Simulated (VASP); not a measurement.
All values below come from PBEsol GGA, VASP's PBE PAW potentials (set 64) (plane waves; VASP 6.6.1).

VASP input:

File KPOINTS:
```
kpoints
0
gamma
  12 12 7
0 0 0
```

**INCAR**
```
SYSTEM=Zr
PREC=Accurate; ENCUT=480; LREAL=F
LASPH=T
EDIFF=1E-6; NELM=100; ALGO=Normal
LMAXMIX=4
ISMEAR=1; SIGMA=0.1
GGA=PS
IBRION=2; NSW=60; ISIF=3
EDIFFG=-0.01
LWAVE=F; LCHARG=F
```

File POSCAR:
```
Zr
1
    3.1805887609    -0.0000000000    -0.0000000000
   -1.5902943804     2.7544706142     0.0000000000
    0.0000000000    -0.0000000000     5.1289442486
Zr
2
Direct
  0.6666670000   0.3333330000   0.7500000000
  0.3333330000   0.6666670000   0.2500000000
```

POTCAR, in this order: Zr_sv (PBE.64 set). Program: vasp_std.

Output

### OSZICAR
```
       N       E                     dE             d eps       ncg     rms          rms(c)
DAV:   1     0.203607847872E+03    0.20361E+03   -0.13081E+04  2432   0.140E+03
DAV:   2    -0.501613467924E+01   -0.20862E+03   -0.20679E+03  3056   0.399E+02
DAV:   3    -0.186877371737E+02   -0.13672E+02   -0.13575E+02  4608   0.757E+01
DAV:   4    -0.189370582666E+02   -0.24932E+00   -0.24924E+00  2672   0.112E+01
DAV:   5    -0.189431221104E+02   -0.60638E-02   -0.60637E-02  3856   0.124E+00    0.161E+01
DAV:   6    -0.182857296543E+02    0.65739E+00   -0.10020E+00  2552   0.878E+00    0.646E+00
DAV:   7    -0.181541467952E+02    0.13158E+00   -0.66598E-01  3544   0.615E+00    0.115E+00
DAV:   8    -0.181582829115E+02   -0.41361E-02   -0.38335E-02  3168   0.175E+00    0.289E-01
DAV:   9    -0.181585509463E+02   -0.26803E-03   -0.16752E-03  3112   0.430E-01    0.338E-02
DAV:  10    -0.181585220288E+02    0.28918E-04   -0.45297E-05  3592   0.453E-02    0.240E-02
DAV:  11    -0.181585230065E+02   -0.97767E-06   -0.97014E-06  2728   0.416E-02
   1 F= -.18158523E+02 E0= -.18158701E+02  d E =-.181585E+02
       N       E                     dE             d eps       ncg     rms          rms(c)
DAV:   1    -0.181592831572E+02   -0.76113E-03   -0.26547E-02  2856   0.173E+00    0.280E-01
DAV:   2    -0.181586280387E+02    0.65512E-03   -0.24754E-03  3016   0.472E-01    0.919E-02
DAV:   3    -0.181584768520E+02    0.15119E-03   -0.90793E-04  3576   0.231E-01    0.528E-02
DAV:   4    -0.181584966669E+02   -0.19815E-04   -0.82058E-05  3080   0.433E-02    0.226E-02
DAV:   5    -0.181585103285E+02   -0.13662E-04   -0.57801E-05  3664   0.446E-02    0.929E-03
DAV:   6    -0.181585095917E+02    0.73683E-06   -0.24333E-06  2072   0.130E-02
   2 F= -.18158510E+02 E0= -.18158675E+02  d E =0.134148E-04
       N       E                     dE             d eps       ncg     rms          rms(c)
DAV:   1    -0.181588429774E+02   -0.33265E-03   -0.10577E-02  2840   0.109E+00    0.179E-01
DAV:   2    -0.181585747174E+02    0.26826E-03   -0.98592E-04  3000   0.297E-01    0.591E-02
DAV:   3    -0.181585095909E+02    0.65126E-04   -0.35930E-04  3520   0.146E-01    0.333E-02
DAV:   4    -0.181585206315E+02   -0.11041E-04   -0.33147E-05  2864   0.274E-02    0.139E-02
DAV:   5    -0.181585299802E+02   -0.93487E-05   -0.23039E-05  3704   0.286E-02    0.578E-03
DAV:   6    -0.181585304929E+02   -0.51272E-06   -0.83656E-07  1640   0.827E-03
   3 F= -.18158530E+02 E0= -.18158704E+02  d E =-.748641E-05
```

OUTCAR:
```
------------------------ aborting loop because EDIFF is reached ----------------------------------------
  FORCE on cell =-STRESS in cart. coord.  units (eV):
  Direction    XX          YY          ZZ          XY          YZ          ZX
  --------------------------------------------------------------------------------------
  Total        0.0020246      0.0020246     -0.0032794      0.0000000     -0.0000000      0.0000000
  in kB        0.0721347      0.0721347     -0.1168458      0.0000000     -0.0000000      0.0000000
  external PRESSURE =       0.0091412 kB  Pullay stress =       0.0000000 kB
  volume of cell :       44.97
      direct lattice vectors                 reciprocal lattice vectors
     3.181392325  0.000000000  0.000000000     0.314327784  0.181477234  0.000000000
    -1.590696162  2.755166521 -0.000000000    -0.000000000  0.362954468  0.000000000
     0.000000000  0.000000000  5.130158705    -0.000000000  0.000000000  0.194925744
 POSITION                                       TOTAL-FORCE (eV/Angst)
 -----------------------------------------------------------------------------------
      1.59070      0.91839      3.84762         0.000000      0.000000      0.000000
     -0.00000      1.83678      1.28254        -0.000000     -0.000000     -0.000000
 -----------------------------------------------------------------------------------
    total drift:                               -0.000972      0.000561     -0.000019
  FREE ENERGIE OF THE ION-ELECTRON SYSTEM (eV)
  ---------------------------------------------------
  free  energy   TOTEN  =       -18.1585304929 eV

  energy  without entropy=      -18.1590499269  energy(sigma->0) =      -18.15870364

 reached required accuracy - stopping structural energy minimisation
```
(Selected blocks of OUTCAR.)

CONTCAR:
```
Zr
   1.00000000000000
     3.1813923248867706    0.0000000000000146    0.0000000000000000
    -1.5906961623933600    2.7551665209868941   -0.0000000000000000
     0.0000000000000000    0.0000000000000000    5.1301587045665684
  Zr
     2
Direct
     0.6666669999999968    0.3333330000000032    0.7500000000000000
     0.3333330000000032    0.6666669999999968    0.2500000000000000
```

File OUTCAR:
```
 val. band max:        9.2471999983   @ k =   0.1667   0.0000   0.2857

 cond. band min:       9.2793640046   @ k =   0.3333   0.3333   0.4286


 Fermi energy:         9.2681176958

 k-point     1 :       0.0000    0.0000    0.0000
  band No.  band energies     occupation
      1     -39.4105      2.00000
      2     -39.2384      2.00000
      3     -18.0154      2.00000
      4     -17.0358      2.00000
      5     -17.0358      2.00000
      6     -16.9058      2.00000
      7     -16.8869      2.00000
      8     -16.8869      2.00000
      9       3.5233      2.00000
     10       6.1142      2.00000
     11      10.1401     -0.00000
     12      10.1401     -0.00000
     13      10.1717     -0.00000
     14      10.4776     -0.00000
     15      10.8397     -0.00000
     16      10.8397     -0.00000

 k-point     2 :       0.0833    0.0000    0.0000
  band No.  band energies     occupation
      1     -39.4012      2.00000
      2     -39.2341      2.00000
      3     -17.9915      2.00000
      4     -17.0912      2.00000
      5     -17.0535      2.00000
      6     -16.9442      2.00000
      7     -16.9153      2.00000
      8     -16.8944      2.00000
      9       3.7281      2.00000
     10       6.3043      2.00000
     11       9.6524     -0.00000
     12      10.0699     -0.00000
     13      10.3312     -0.00000
     14      10.5361     -0.00000
     15      10.6761     -0.00000
     16      11.0200     -0.00000

 k-point     3 :       0.1667    0.0000    0.0000
  band No.  band energies     occupation
      1     -39.3750      2.00000
      2     -39.2229      2.00000
      3     -17.9232      2.00000
      4     -17.2422      2.00000
      5     -17.1001      2.00000
      6     -17.0961      2.00000
      7     -16.9443      2.00000
      8     -16.9163      2.00000
      9       4.3005      2.00000
     10       6.7837      2.00000
     11       9.0655      2.01467
     12       9.1953      1.93875
     13      10.2121     -0.00000
...
```

The compound is Zr in the hcp structure. This run relaxes it. Symmetry was kept, so distortions that lower it aren't found. The start is the result of an earlier pass.
